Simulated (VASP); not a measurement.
An input for Ansatz (written as the equivalent of a VASP run, and not itself run):

Ansatz 0.2 input:
```yaml
crystal:
  lattice:
    - [3.9532550, 0.0000000, 0.0000000]
    - [-1.9766280, 3.4236190, 0.0000000]
    - [0.0000000, 0.0000000, 6.4184810]
  atoms:
    - { symbol: Ca, position: [0.3333330, 0.6666670, 0.2500000] }
    - { symbol: Ca, position: [0.6666670, 0.3333330, 0.7500000] }
kpoints:
  mp_grid: { grid: [10, 10, 5] }
hamiltonian:
  xc: r2scan
  pseudopotentials: { kind: paw }
scf:
  occupations: { method: methfessel_paxton, width: 0.1 }
  max_iter: 100
relax:
  max_steps: 60
  f_tol: 0.01
  cell: {}
output: { forces: true, stress: true, eigenvalues: true }
```

**Question.** Write the VASP files for the same calculation (r2SCAN).

**Answer.** This is not unique; one that fits is 
KPOINTS:
```
Automatic mesh
0
Gamma
10 10 5
0 0 0
```

### POSCAR
```
Ca
1
    3.9532550000     0.0000000000     0.0000000000
   -1.9766280000     3.4236190000     0.0000000000
    0.0000000000     0.0000000000     6.4184810000
Ca
2
Direct
  0.3333330000   0.6666670000   0.2500000000
  0.6666670000   0.3333330000   0.7500000000
```

INCAR:
```
SYSTEM = Ca
PREC = Accurate
ENCUT = 400
EDIFF = 1E-6
NELM = 100
ALGO = Normal
LREAL = .FALSE.
LASPH = .TRUE.
ISMEAR = 1
SIGMA = 0.1
METAGGA = R2SCAN
LMIXTAU = .TRUE.
LWAVE = .FALSE.
LCHARG = .FALSE.
IBRION = 2
ISIF = 3
NSW = 60
EDIFFG = -0.01
```

POTCAR, in this order: Ca_sv (PBE.64 set). Program: vasp_std.

Limits of the translation: each code has its own PAW files, so the cut-off isn't converted (ENCUT is set for VASP's; basis.ecutwfc is left out, and Ansatz then takes the one that its files recommend); Ansatz stops its SCF on the density residual and VASP on the energy change (EDIFF).

The structure was generated: Ca was put into the hcp type (P6_3/mmc), which need not be its known phase. This run relaxes it. Symmetry was kept, so distortions that lower it aren't found.
